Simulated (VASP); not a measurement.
Input:

```
ZnS
1.0
    0.00000     2.78548     2.78548
    2.78548     0.00000     2.78548
    2.78548     2.78548     0.00000
Zn S
1 1
Direct
  0.00000   0.00000   0.00000
  0.25000   0.25000   0.25000
```

Computed with RPBE GGA, VASP's PBE PAW potentials (set 64) (plane waves; VASP). Numerical set-up: 520 eV cut-off, 8×8×8 Γ-centred mesh, Gaussian smearing of 0.050 eV, potentials Zn S.

**Question.** Estimate the energy per atom (σ→0), pressure, band gap (on the k-mesh) with the smallest direct gap where there is one.

**Answer.** 
```yaml
band gap (on the k-mesh): 1.90 eV
smallest direct gap (on the k-mesh): 1.90 eV
energy per atom (σ→0): -3.099 eV/atom
pressure: -1.75 GPa
```

Only differences to runs with the same potentials and settings are physical.

The compound is ZnS in the zinc blende structure. This cell is one point of a volume scan, at 1.03 of the reference volume.
